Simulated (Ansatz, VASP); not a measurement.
Ca3Lu in VASP and in Ansatz

```xyz
4
Lattice="5.2523 0.0000 0.0000 0.0000 5.2523 0.0000 0.0000 0.0000 5.2523" Properties=species:S:1:pos:R:3 pbc="T T T"
Lu    2.6262    2.6262    2.6262
Ca    0.0000    0.0000    2.6262
Ca    0.0000    2.6262    0.0000
Ca    2.6262    0.0000    0.0000
```

Change from the starting cell: volume scaled by 0.94.

Alike in both runs: task single point; functional PBE; k mesh 5 × 5 × 5; occupations fermi-dirac, width 0.05 eV; no spin polarisation.

|  | VASP | Ansatz |
| --- | --- | --- |
| version | VASP 6.6.1 | Ansatz 0.2.0 |
| potentials or method | VASP PAW PBE potentials, release 64 (Lu, Ca_sv) | Ansatz PAW |
| plane-wave cutoff (eV) | 520 | 420 |
| valence electrons in the cell | 55 | 55 |

|  | VASP | Ansatz | Ansatz less VASP |
| --- | --- | --- | --- |
| gap on the k mesh at the Fermi level (eV) | none | none | - |
| pressure (GPa) | 1.5 | 1.5 | -0.02 |

A gap of «none» marks a metal or a gap that the smearing closes. The functional is the same, so the differences come from potentials, cutoffs and numerics.

The runs have no spin-orbit coupling, so splittings on Lu are missing.
